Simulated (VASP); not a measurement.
```yaml
crystal:
  lattice:
    - [-1.64461, 1.64461, 1.64461]
    - [1.64461, -1.64461, 1.64461]
    - [1.64461, 1.64461, -1.64461]
  atoms:
    - { symbol: Ta, position: [0.00000, 0.00000, 0.00000] }
```

Computed with vdW-DF-cx, VASP's PBE PAW potentials (set 64) (plane waves; VASP 6.6.1). Run with 520 eV cut-off, Gaussian smearing of 0.050 eV, potentials Ta_pv.

### Question
Give the energies of bands 4 to 8 at the high-symmetry points, in eV from the Fermi level.

### Answer

| band | Γ | H | N | P |
|---|---|---|---|---|
| 4 | -7.95 | -3.86 | -4.42 | -1.22 |
| 5 | 0.73 | -3.86 | -1.57 | -1.22 |
| 6 | 0.73 | 6.93 | 1.70 | -1.22 |
| 7 | 0.73 | 6.93 | 3.93 | 5.14 |
| 8 | 4.05 | 6.93 | 4.97 | 5.14 |

It has no gap at this level: it comes out as a metal or semimetal.

The compound is Ta in the bcc structure. It was relaxed first.
